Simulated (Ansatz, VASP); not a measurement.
This is a calculation of RbLaMg6 for VASP 6.6.1. The cell comes from a database or a generator and needn't be the stable form of this composition.

INCAR

```
PREC = Accurate ; ENCUT = 520
EDIFF = 1E-6 ; ISMEAR = 0
SIGMA = 0.05 ; LREAL = F
LASPH = T ; NELM = 80
ALGO = Normal ; ISIF = 2
LWAVE = F ; LCHARG = F
GGA = CA ; NBANDS = 26
```

Contents of KPOINTS:

```
regular mesh
0
Gamma
  5 5 5
```

File POSCAR:

```
RbLaMg6
1.0
    5.4277930000      0.0000000000      0.0000000000
    0.0000000000      3.6155930000      6.0310485000
    0.0000000000     -3.6155930000      6.0310485000
La Rb Mg
1 1 6
Cartesian
    2.7138965000      0.0000000000      4.1325468048
    0.0000000000      0.0000000000      1.7948520957
    0.0000000000      0.0000000000      8.0449000288
    0.0000000000     -1.7965230810      4.9728527923
    0.0000000000      1.7965230810      4.9728527923
    2.7138965000      0.0000000000     10.2054145951
    2.7138965000     -1.5572431363      7.0625146008
    2.7138965000      1.5572431363      7.0625146008
```

Potentials or basis: VASP PAW LDA potentials, release 64 (La, Rb_sv, Mg).

Launch:

```console
$ cat potpaw_LDA.64/La/POTCAR potpaw_LDA.64/Rb_sv/POTCAR potpaw_LDA.64/Mg/POTCAR > POTCAR
$ mpirun -np 1 vasp_std > vasp.out
```

**Question.** What does the same run look like in Ansatz 0.2.0? Potentials or basis there: Ansatz PAW, cutoff 420 eV.

**Answer.** As run (cutoffs and basis follow the program's own potentials, and thresholds, step limits or extra output files can differ):

File input.yaml:

```yaml
crystal:
  lattice:
    - [5.427793, 0.0, 0.0]
    - [0.0, 3.615593, 6.0310485]
    - [0.0, -3.615593, 6.0310485]
  atoms:
    - { symbol: La, position: [0.5, 0.342606, 0.342606] }
    - { symbol: Rb, position: [0.0, 0.148801, 0.148801] }
    - { symbol: Mg, position: [0.0, 0.666957, 0.666957] }
    - { symbol: Mg, position: [0.0, 0.16383, 0.660712] }
    - { symbol: Mg, position: [0.0, 0.660712, 0.16383] }
    - { symbol: Mg, position: [0.5, 0.846073, 0.846073] }
    - { symbol: Mg, position: [0.5, 0.370162, 0.800864] }
    - { symbol: Mg, position: [0.5, 0.800864, 0.370162] }
hamiltonian:
  xc: lda
  pseudopotentials: { kind: paw }
kpoints:
  mp_grid: { grid: [5, 5, 5] }
scf:
  occupations: { method: gaussian, width: 0.05 }
output:
  forces: true
  stress: true
  eigenvalues: true
```

Potentials or basis: Ansatz PAW.

Launch:

```sh
$ ansatz run input.yaml --threads 4 --pin off --max-ram 11264MiB --backend cpu --events-out ev --progress --plain --runs-dir out
```

Both were run:

|  | VASP | Ansatz |
| --- | --- | --- |
| Pressure | -2.2 GPa | -1.9 GPa |
| Largest force | 0.102 eV/Å | 0.096 eV/Å |

Ansatz's pressure holds a Pulay term of +0.00 GPa for its cutoff of 420 eV, which the other run lacks.

The potentials hold 32 and 80 valence electrons a cell.

Ansatz's potentials were made for PBE.

Where Ansatz's input types no cutoff or centring, it takes its own default and a Γ-centred mesh.

The two programs' LDA may be different fits to the electron gas.

Pressure is positive in compression.
